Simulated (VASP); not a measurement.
Input:

```yaml
crystal:
  lattice:
    - [4.65441, 0.00000, 0.00000]
    - [0.00000, 4.65441, 0.00000]
    - [0.00000, 0.00000, 4.65441]
  atoms:
    - { symbol: Zr, position: [0.00000, 0.00000, 0.00000] }
    - { symbol: Zr, position: [0.50000, 0.50000, 0.00000] }
    - { symbol: Zr, position: [0.50000, 0.00000, 0.50000] }
    - { symbol: C, position: [0.50000, 0.50000, 0.50000] }
    - { symbol: C, position: [0.00000, 0.00000, 0.50000] }
    - { symbol: C, position: [0.00000, 0.50000, 0.00000] }
    - { symbol: C, position: [0.50000, 0.00000, 0.00000] }
    - { symbol: Hf, position: [0.00000, 0.50000, 0.50000] }
```

Calculation: PBEsol GGA, VASP's PBE PAW potentials (set 64) (plane waves; VASP). Numerical set-up: 520 eV cut-off, 6×6×6 Γ-centred mesh, first-order Methfessel-Paxton smearing of 0.10 eV, potentials Zr_sv C Hf_pv.

Unless said otherwise, spin-orbit coupling is left out, though it shifts the bands of the heavy elements here.

Task: Estimate the energy per atom (σ→0), band gap (on the k-mesh) with the smallest direct gap where there is one.

Result: 
- band gap (on the k-mesh): none (metal, semimetal or under 0.01 eV)
- energy per atom (σ→0): -10.491 eV/atom

The structure was generated: HfZr3C4 was put into an ordered model structure (Pm-3m), which need not be its known phase. It was relaxed first. The start is the result of an earlier pass.
